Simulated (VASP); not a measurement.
Input:

```yaml
crystal:
  lattice:
    - [2.85971, 0.00000, 0.00000]
    - [0.00000, 2.85971, 0.00000]
    - [0.00000, 0.00000, 2.85971]
  atoms:
    - { symbol: Al, position: [0.50000, 0.50000, 0.50000] }
    - { symbol: Ni, position: [0.00000, 0.00000, 0.00000] }
```

Level of theory: PBE GGA, VASP's PBE PAW potentials (set 64) (plane waves; VASP). Run with 300 eV cut-off, 15×15×15 Γ-centred mesh, Gaussian smearing of 0.14 eV, potentials Al Ni.

At this cut-off the stress carries a Pulay error, which pulls relaxed volumes low.

What does the run give for the energy per atom (σ→0), pressure, band gap (on the k-mesh) with the smallest direct gap where there is one?

```
Quantity                                                    Result
------------------------  ----------------------------------------
band gap (on the k-mesh)  none (metal, semimetal or under 0.01 eV)
energy per atom (σ→0)                           -507.7 kJ/mol-atom
pressure                                                  5.95 GPa
```

The absolute energy has meaning only against runs of the same code, potentials and settings.

The structure comes from a computed database's AlNi entry; how it stands against other phases isn't given here. The cell was not relaxed at this level. The run is not spin-polarised, so no magnetic state was tried. The electron count is odd and the run is not spin-polarised, which forces a metal.
